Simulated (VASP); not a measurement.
An input for Quantum ESPRESSO's pw.x (written as the equivalent of a VASP run, and not itself run):

```
&CONTROL
  calculation = 'vc-relax'
  pseudo_dir = './pseudo'
  outdir = './out'
  tprnfor = .true.
  tstress = .true.
  nstep = 60
  forc_conv_thr = 0.00078
/
&SYSTEM
  ibrav = 0
  nat = 4
  ntyp = 2
  ecutwfc = 102
  occupations = 'smearing'
  smearing = 'gaussian'
  degauss = 0.003675
  input_dft = 'pbesol'
/
&ELECTRONS
  conv_thr = 7.3e-08
  electron_maxstep = 100
/
&IONS
/
&CELL
/
ATOMIC_SPECIES
  Cd 112.414 Cd.upf
  S 32.060 S.upf
CELL_PARAMETERS angstrom
     4.1289374    0.0000000    0.0000000
    -2.0644687    3.5757644   -0.0000000
     0.0000000    0.0000000    6.7082789
ATOMIC_POSITIONS crystal
  Cd   0.6666670  0.3333330  0.5002584
  Cd   0.3333330  0.6666670  0.0002584
  S    0.6666670  0.3333330  0.8767416
  S    0.3333330  0.6666670  0.3767416
K_POINTS automatic
  6 6 3 0 0 0
```

Problem. Translate this input to VASP (INCAR, KPOINTS, POSCAR, choice of POTCAR).

Solution. Several could match; the one computed here: 
**KPOINTS**
```
Automatic mesh
0
Gamma
6 6 3
0 0 0
```

POSCAR:
```
CdS
1
    4.1289374407     0.0000000000     0.0000000000
   -2.0644687203     3.5757643798    -0.0000000000
    0.0000000000     0.0000000000     6.7082788566
Cd S
2 2
Direct
  0.6666670000   0.3333330000   0.5002584012
  0.3333330000   0.6666670000   0.0002584012
  0.6666670000   0.3333330000   0.8767415988
  0.3333330000   0.6666670000   0.3767415988
```

**INCAR**
```
SYSTEM=CdS
PREC=Accurate; ENCUT=400; LREAL=.FALSE.
LASPH=.TRUE.
EDIFF=1E-6; NELM=100; ALGO=Normal
LMAXMIX=4
ISMEAR=0; SIGMA=0.05
GGA=PS
IBRION=2; NSW=60; ISIF=3
EDIFFG=-0.02
LWAVE=.FALSE.; LCHARG=.FALSE.
```

POTCAR, in this order: Cd S (PBE.64 set). Program: vasp_std.

What does not carry over: the potentials are each code's own (VASP's PAW set, PseudoDojo norm-conserving files in pw.x), so ENCUT and ecutwfc are chosen apart and not converted; conv_thr bounds pw.x's estimated SCF error, while EDIFF bounds the energy change between steps; forc_conv_thr acts on force components and is met together with etot_conv_thr.

The structure comes from a computed database's CdS entry (P6_3mc); how it stands against other phases isn't given here. This run relaxes it. Symmetry was kept, so distortions that lower it aren't found. The start is the result of an earlier pass.
